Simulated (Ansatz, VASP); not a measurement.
## AlO (Al2O2 3 layers, AB) in two plane-wave programs

Wanted: the spread between two codes on one cell, functional and k mesh. The cell is taken from a series of runs on this material, whose earlier steps may have relaxed, scaled, displaced or heated it; both programs get it as it stands.

Calculated with Ansatz 0.2.0; plane waves, with VASP 6.6.1 beside it; single point at PBEsol with D3(BJ).

## (1) The structure

The cell holds 12 atoms: 6 O and 6 Al. Its edges and angles: a = 2.932 Å, b = 2.932 Å, c = 34.929 Å, α = 90.0°, β = 90.0°, γ = 120.0°. Vacuum lies along c.

## (2) VASP: single point, PBEsol with D3(BJ)

A single point gives forces, pressure and levels at one fixed geometry, so differences don't come from the geometry; what else differs is listed under the comparison.

Lines of VASP's logs that name or quote its potential files are left out, and so is its time.

The input, INCAR:

```
SYSTEM = AlO
PREC = Accurate
ENCUT = 520
EDIFF = 1E-06
NELM = 120
ISMEAR = -1
SIGMA = 0.05
LREAL = .FALSE.
ALGO = Normal
GGA = PS
IVDW = 12
NBANDS = 39
LORBIT = 11
LWAVE = .FALSE.
LCHARG = .FALSE.
ISIF = 2
LDIPOL = .TRUE.
IDIPOL = 3
DIPOL = 0.5 0.5 0.5
LVHAR = .TRUE.
LASPH = .TRUE.
GGA_COMPAT = .FALSE.
EFERMI = MIDGAP
NELMDL = -8
KPAR = 2
```

The input, POSCAR:

```
AlO
1.0
    2.9323801798      0.0000000000      0.0000000000
   -1.4661900899      2.5395157292      0.0000000000
    0.0000000000      0.0000000000     34.9294426566
O Al
6 6
Direct
    0.3333333333      0.6666666667      0.2576622848
    0.3333333333      0.6666666667      0.3702393248
    0.6666666666      0.3333333334      0.4439235483
    0.6666666666      0.3333333334      0.5560764517
    0.3333333333      0.6666666667      0.6297606752
    0.3333333333      0.6666666667      0.7423377152
    1.0000000000      0.0000000000      0.2767978826
    1.0000000000      0.0000000000      0.3512660362
    0.3333333333      0.6666666667      0.4628128071
    0.3333333333      0.6666666667      0.5371871929
    1.0000000000      0.0000000000      0.6487339638
    1.0000000000      0.0000000000      0.7232021174
```

The input, KPOINTS:

```
Automatic mesh
0
Gamma
18 18 1
0 0 0
```

The projector-augmented-wave data sets are O and Al (PBE family, release 64).

Command:

```bash
$ mpirun -np 2 vasp_std
```

Numbers of over 12 decimals in the logs are rounded to 6 here.

Log:

```text
[banner, memory and clock lines left out]
running    2 mpi-ranks, on    1 nodes
 distrk:  each k-point on    1 cores,    2 groups
 distr:  one band on    1 cores,    1 groups

 POSCAR found type information on POSCAR O Al
 POSCAR found :  2 types and      12 ions
|                                                                             |
|               ----> ADVICE to this user running VASP <----                  |
|                                                                             |
|     You enforced a specific xc type in the INCAR file but a different       |
|     [... a line on the potential file left out ...]
|     I HOPE YOU KNOW WHAT YOU ARE DOING!                                     |
|                                                                             |

 LDA part: xc-table for (Slater+PW92), standard interpolation
 POSCAR, INCAR and KPOINTS ok, starting setup
 FFT: planning ... GRIDC
 FFT: planning ... GRID_SOFT
 FFT: planning ... GRID
 WAVECAR not read
 entering main loop
       N       E                     dE             d eps       ncg     rms          rms(c)
DAV:   1     0.381487752833E+03    0.38149E+03   -0.23828E+04  2926   0.116E+03
DAV:   2    -0.424346925932E+02   -0.42392E+03   -0.41015E+03  3907   0.273E+02
DAV:   3    -0.910977409743E+02   -0.48663E+02   -0.48265E+02  3479   0.980E+01
DAV:   4    -0.922360394040E+02   -0.11383E+01   -0.11365E+01  3644   0.169E+01
DAV:   5    -0.922564121794E+02   -0.20373E-01   -0.20370E-01  3572   0.222E+00
DAV:   6    -0.922570273445E+02   -0.61517E-03   -0.61510E-03  3676   0.389E-01
DAV:   7    -0.922570553631E+02   -0.28019E-04   -0.28018E-04  3658   0.804E-02
DAV:   8    -0.922570567789E+02   -0.14158E-05   -0.14157E-05  3620   0.175E-02    0.183E+01
DAV:   9    -0.834456483833E+02    0.88114E+01   -0.39204E+01  3480   0.310E+01    0.770E+00
DAV:  10    -0.832910015009E+02    0.15465E+00   -0.11967E+00  3320   0.544E+00    0.402E+00
DAV:  11    -0.831876001283E+02    0.10340E+00   -0.21648E-01  3692   0.281E+00    0.131E+00
DAV:  12    -0.831700264705E+02    0.17574E-01   -0.58548E-02  3708   0.122E+00    0.315E-01
DAV:  13    -0.831684111691E+02    0.16153E-02   -0.36639E-03  3540   0.315E-01    0.922E-02
DAV:  14    -0.831677006937E+02    0.71048E-03   -0.11803E-03  3596   0.157E-01    0.467E-02
[...]
DAV:  20    -0.831692199271E+02   -0.11751E-03   -0.87316E-06  3221   0.126E-02    0.298E-03
DAV:  21    -0.831692353762E+02   -0.15449E-04   -0.67129E-07  2631   0.482E-03    0.177E-03
DAV:  22    -0.831692673048E+02   -0.31929E-04   -0.19718E-06  2581   0.652E-03    0.147E-03
DAV:  23    -0.831692822104E+02   -0.14906E-04   -0.68835E-07  2662   0.316E-03    0.734E-04
DAV:  24    -0.831692930049E+02   -0.10795E-04   -0.57886E-07  2465   0.215E-03    0.353E-04
DAV:  25    -0.831692966704E+02   -0.36655E-05   -0.80901E-08  2586   0.943E-04    0.282E-04
DAV:  26    -0.831693022365E+02   -0.55661E-05   -0.10384E-07  2408   0.875E-04    0.237E-04
DAV:  27    -0.831693030078E+02   -0.77124E-06   -0.11452E-08  2399   0.390E-04
   1 F= -.85000732E+02 E0= -.85000731E+02  d E =-.179144E-05
```

OUTCAR, selected parts (step 2):

```text
ion  position               nearest neighbor table
   1  0.333  0.667  0.258-   7 1.82   7 1.82   7 1.82
   2  0.333  0.667  0.370-   8 1.82   8 1.82   8 1.82
   3  0.667  0.333  0.444-   9 1.82   9 1.82   9 1.82
   4  0.667  0.333  0.556-  10 1.82  10 1.82  10 1.82
   5  0.333  0.667  0.630-  11 1.82  11 1.82  11 1.82
   6  0.333  0.667  0.742-  12 1.82  12 1.82  12 1.82
   7  0.000  0.000  0.277-   1 1.82   1 1.82   1 1.82   8 2.60
   8  0.000  0.000  0.351-   2 1.82   2 1.82   2 1.82   7 2.60
   9  0.333  0.667  0.463-   3 1.82   3 1.82   3 1.82  10 2.60
  10  0.333  0.667  0.537-   4 1.82   4 1.82   4 1.82   9 2.60
  11  0.000  0.000  0.649-   5 1.82   5 1.82   5 1.82  12 2.60
  12  0.000  0.000  0.723-   6 1.82   6 1.82   6 1.82  11 2.60

  LATTYP: Found a hexagonal cell.
 ALAT       =     2.9323801798
 C/A-ratio  =    11.9116350933

 Subroutine GETGRP returns: Found 12 space group operations
 (whereof 12 operations were pure point group operations)

The static configuration has the point symmetry D_3h.

 Found     37 irreducible k-points:

   k-points           NKPTS =     37   k-points in BZ     NKDIM =     37   number of bands    NBANDS=     39

   dimension x,y,z NGX =    24 NGY =   24 NGZ =  270
   dimension x,y,z NGXF=    48 NGYF=   48 NGZF=  540

   ENCUT  =  520.0 eV  38.22 Ry    6.18 a.u.   5.45  5.45 64.95*2*pi/ulx,y,z

   NELECT =      54.0000    total number of electrons

 k-points in reciprocal lattice and weights: Automatic mesh
   0.00000000  0.00000000  0.00000000       0.003
   0.05555556  0.00000000  0.00000000       0.019
   0.11111111  0.00000000  0.00000000       0.019
   0.16666667 -0.00000000  0.00000000       0.019
   0.22222222  0.00000000  0.00000000       0.019
   0.27777778  0.00000000  0.00000000       0.019
   0.33333333  0.00000000  0.00000000       0.019
   0.38888889  0.00000000  0.00000000       0.019
   0.44444444  0.00000000  0.00000000       0.019
[...]
0.33333333  0.27777778  0.00000000       0.037
   0.33333333  0.33333333  0.00000000       0.006

 dipolmoment           0.000000      0.000000     -0.000000 electrons x Angstroem

 average (electrostatic) potential at core
       1 -74.9465       2 -74.9987       3 -74.8525       4 -74.8525       5 -74.9987
       6 -74.9465       7 -78.6723       8 -78.7000       9 -78.5456      10 -78.5456
      11 -78.7000      12 -78.6723

 E-fermi :   1.8869

 k-point     1 :       0.0000    0.0000    0.0000
  band No.  band energies     occupation
    ...
     23      -3.2595      2.00000
     24      -3.2595      2.00000
     25      -1.6183      2.00000
     26      -1.2039      2.00000
     27      -0.6467      2.00000
     28       2.8511      0.00000
     29       3.1432      0.00000
     30       3.6905      0.00000
     31       5.3800      0.00000
     32       5.5353      0.00000
    ...

 k-point     2 :       0.0556    0.0000    0.0000
  band No.  band energies     occupation
    ...
     23      -3.3003      2.00000
     24      -3.2804      2.00000
     25      -1.4994      2.00000
     26      -1.1261      2.00000
     27      -0.6021      2.00000
     28       3.0162      0.00000
     29       3.2925      0.00000
     30       3.8249      0.00000
     31       5.4778      0.00000
     32       5.6320      0.00000
    ...

 k-point     3 :       0.1111    0.0000    0.0000
  band No.  band energies     occupation
    ...
     23      -3.3609      2.00000
     24      -3.3400      2.00000
     25      -1.2422      2.00000
     26      -0.9471      2.00000
     27      -0.4955      2.00000
     28       3.4536      0.00000
     29       3.6897      0.00000
     30       4.1806      0.00000
     31       5.7404      0.00000
     32       5.8880      0.00000
    ...

 Edisp (eV)   -1.83143

  Total       0.27944     0.27944    -0.12510     0.00000     0.00000    -0.00000
  in kB       1.72124     1.72124    -0.77054     0.00000     0.00000    -0.00000
  external pressure =        0.89 kB  Pullay stress =        0.00 kB

  energy-cutoff  :      520.00
  volume of cell :      260.11
      direct lattice vectors                 reciprocal lattice vectors
     2.932380180  0.000000000  0.000000000     0.341019901  0.196887932  0.000000000
    -1.466190090  2.539515729  0.000000000     0.000000000  0.393775864  0.000000000
     0.000000000  0.000000000 34.929442657     0.000000000  0.000000000  0.028629143

 POSITION                                       TOTAL-FORCE (eV/Angst)
 -----------------------------------------------------------------------------------
     -0.00000      1.69301      9.00000         0.000000      0.000000      0.013078
     -0.00000      1.69301     12.93225         0.000000     -0.000000     -0.012387
      1.46619      0.84651     15.50600        -0.000000      0.000000      0.013325
      1.46619      0.84651     19.42344        -0.000000      0.000000     -0.013325
     -0.00000      1.69301     21.99719        -0.000000      0.000000      0.012387
     -0.00000      1.69301     25.92944         0.000000     -0.000000     -0.013078
      0.00000      0.00000      9.66840         0.000000      0.000000     -0.023213
      0.00000      0.00000     12.26953         0.000000      0.000000      0.022837
     -0.00000      1.69301     16.16579         0.000000      0.000000     -0.023474
     -0.00000      1.69301     18.76365         0.000000      0.000000      0.023474
      0.00000      0.00000     22.65992         0.000000      0.000000     -0.022837
      0.00000      0.00000     25.26105         0.000000      0.000000      0.023213
 -----------------------------------------------------------------------------------
    total drift:                                0.000001     -0.000001     -0.000000

  FREE ENERGIE OF THE ION-ELECTRON SYSTEM (eV)
  ---------------------------------------------------
  free  energy   TOTEN  =       -85.0007318766 eV

  energy  without entropy=      -85.0007300852  energy(sigma->0) =      -85.00073098

 vacuum level on the upper side and lower side of the slab         6.245         6.245

 total charge
# of ion       s       p       d       tot
------------------------------------------
    1        1.552   3.577   0.000   5.129
    2        1.553   3.581   0.000   5.134
    3        1.553   3.583   0.000   5.136
    4        1.553   3.583   0.000   5.136
    5        1.553   3.581   0.000   5.134
    6        1.552   3.577   0.000   5.129
    7        0.372   0.417   0.000   0.789
    8        0.372   0.418   0.000   0.790
    9        0.372   0.419   0.000   0.791
   10        0.372   0.419   0.000   0.791
   11        0.372   0.418   0.000   0.790
   12        0.372   0.417   0.000   0.789
--------------------------------------------------
tot         11.547  23.989   0.000  35.536

[... 3 further parts left out ...]
```

[end of part 1 of 2]

[Lines on the potential files, build, host, timing and source positions are cut from VASP's logs without a mark.]

[Logs are printed without paths, hosts, clocks, repeated set-up lines and the standing remarks that a program may print on its own settings, such as how far it seeks lower states.]

[Hosts, paths, dates, database ids (printed as entryN), source tags and the programs' standing remarks are cut or masked in the printed files.]
